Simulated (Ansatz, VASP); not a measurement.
**Two plane-wave programs on ScAl2Sb2As**

```
CELL_PARAMETERS angstrom
3.20670 -4.74578 0.00000
3.20670 4.74578 0.00000
0.00000 0.00000 5.06382
ATOMIC_POSITIONS crystal
Sc 0.00000 0.00000 0.50000
Al 0.64543 0.35457 0.50000
Al 0.35457 0.64543 0.50000
Sb 0.00000 0.50000 0.00000
Sb 0.50000 0.00000 0.00000
As 0.00000 0.00000 0.00000
```

Alike in both runs: functional PBE; k mesh 4 × 4 × 4; occupations gaussian, width 0.1 eV; no spin polarisation.

Ansatz relaxed the structure, and its values are those at the end. VASP's run is a single point on that final structure, the one shown.

|  | VASP | Ansatz |
| --- | --- | --- |
| version | VASP 6.6.1 | Ansatz 0.2.0 |
| potentials or method | VASP PAW PBE potentials, release 64 (Sc_sv, Al, Sb, As) | scalar-relativistic, plane waves, PAW |
| plane-wave cutoff (eV) | 520 | 420 |
| valence electrons in the cell | 32 | 62 |

```tsv
	VASP	Ansatz	Ansatz less VASP
gap on the k mesh at the Fermi level (eV)	none	none	-
pressure (GPa)	0.0	-0.1	-0.07
rms of the force components (eV/Å)	0.003	0.002	-0.0009
```

A gap of «none» marks a metal or a gap that the smearing closes. With one functional, cell and mesh, what is left measures potentials, basis and numerics. The two sets of potentials don't hold the same shells in valence.

Spin-orbit coupling is left out, which matters for the levels of Sb.
